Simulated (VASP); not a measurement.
A cell of ZrB2 (AlB2 type) near equilibrium:

```yaml
crystal:
  lattice:
    - [1.58304, -2.74191, 0.00000]
    - [1.58304, 2.74191, 0.00000]
    - [0.00000, 0.00000, 3.55639]
  atoms:
    - { symbol: Zr, position: [0.00000, 0.00000, 0.00000] }
    - { symbol: B, position: [0.33333, 0.66667, 0.50000] }
    - { symbol: B, position: [0.66667, 0.33333, 0.50000] }
```

Computed with r2SCAN meta-GGA, VASP's PBE PAW potentials (set 64) (plane waves; VASP).

| run | ΔE (meV/atom) | σxx | σyy | σzz | largest shear component, with its sign (GPa) | largest force (eV/Å) |
|---|---|---|---|---|---|---|
| as it is | 0.0 | 0.00 | 0.00 | -0.07 | 0.00 | 0.000 |
| after one change | 1.8 | 3.89 | 3.89 | 3.46 | 0.00 | 0.000 |
Stress is in GPa, positive when the cell is compressed.

Task: What was changed between the two runs?
A. isotropic strain of -0.5 %
B. isotropic strain of -4.0 %
C. uniaxial strain of -3.0 % along y
D. atom 3 (B) moved by 0.025 Å along z

Result: A, isotropic strain of -0.5 %

The compound is ZrB2 in the AlB2 type structure.
